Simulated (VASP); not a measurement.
Data:

```
NiSi2
1.0
    0.00000     2.70969     2.70969
    2.70969     0.00000     2.70969
    2.70969     2.70969     0.00000
Si Ni
2 1
Cartesian
  1.35484   1.35484   1.35484
  4.06453   4.06453   4.06453
  0.00000   0.00000   0.00000
```

Calculation: vdW-DF-cx, VASP's PBE PAW potentials (set 64) (plane waves; VASP). Settings: 520 eV cut-off, Gaussian smearing of 0.050 eV, potentials Si Ni.

Q: Give the energies of bands 2 to 12 at the high-symmetry points, in eV from the Fermi level.

A: 
```csv
band,Γ,X,U,L,W
2,-5.18,-8.00,-8.83,-9.97,-8.87
3,-5.18,-7.27,-7.39,-4.76,-7.03
4,-5.18,-4.50,-4.95,-4.76,-6.69
5,-3.50,-4.50,-4.38,-3.71,-3.72
6,-3.50,-3.60,-3.79,-3.33,-3.72
7,-0.31,-3.60,-3.42,-3.33,-3.60
8,1.68,-3.43,-2.92,-1.43,-3.17
9,1.68,-3.11,-2.63,-1.43,-2.44
10,1.68,-0.45,0.17,1.76,2.20
11,2.27,1.38,3.63,1.79,2.20
12,2.27,7.75,4.67,1.79,4.63
```

It has no gap at this level: it comes out as a metal or semimetal.

The compound is NiSi2 in the fluorite structure. It was relaxed first. The run is not spin-polarised, so no magnetic state was tried.
